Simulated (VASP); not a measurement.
Here is the system:

```xyz
2
Lattice="4.7145 0.0000 0.0000 0.0000 4.7145 0.0000 0.0000 0.0000 4.7145" Properties=species:S:1:pos:R:3 pbc="T T T"
Cs     0.0000     0.0000     0.0000
I      2.3573     2.3573     2.3573
```

Calculation: AM05 GGA, VASP's PBE PAW potentials (set 64) (plane waves; VASP 6.6.1). Settings: 520 eV cut-off, 6×6×6 Γ-centred mesh, Gaussian smearing of 0.050 eV, potentials Cs_sv I.

Unless said otherwise, spin-orbit coupling is left out, though it shifts the bands of the heavy elements here.

Problem. Estimate the energy per atom (σ→0), band gap (on the k-mesh) with the smallest direct gap where there is one.

Solution. 
| Quantity | Result |
|---|---|
| band gap (on the k-mesh) | 3.61 eV |
| smallest direct gap (on the k-mesh) | 3.71 eV |
| energy per atom (σ→0) | -2.672 eV/atom |

The absolute energy has meaning only against runs of the same code, potentials and settings.

The compound is CsI in the CsCl type structure. This cell is one point of a volume scan, at 1.06 of the reference volume.
